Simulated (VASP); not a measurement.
Data:

```yaml
crystal:
  lattice:
    - [-1.37579, 1.95957, 4.13153]
    - [1.37579, -1.95957, 4.13153]
    - [1.37579, 1.95957, -4.13153]
  atoms:
    - { symbol: Mo, position: [0.00000, 0.00000, 0.00000] }
    - { symbol: Pt, position: [0.66332, 0.66332, 0.00000] }
    - { symbol: Pt, position: [0.33668, 0.33668, 0.00000] }
```

These are PBEsol GGA, VASP's PBE PAW potentials (set 64) (plane waves; VASP) values and carry that method's errors. Numerical set-up: 400 eV cut-off, 15×15×15 Γ-centred mesh, tetrahedra with Blöchl corrections, potentials Mo_sv Pt.

The cores are frozen, which limits the accuracy of field gradients.

Q: Give the principal components of the electric field gradient (V/Å²) and the asymmetry η at each nucleus.

A: 
```csv
atom,Vxx,Vyy,Vzz,η
Mo1,-13.5,-3.2,16.7,0.61
Pt2,-12.4,-9.5,22.0,0.13
Pt3,-12.4,-9.5,22.0,0.13
```

The compound is MoPt2 in the sg71 structure. It was relaxed first.
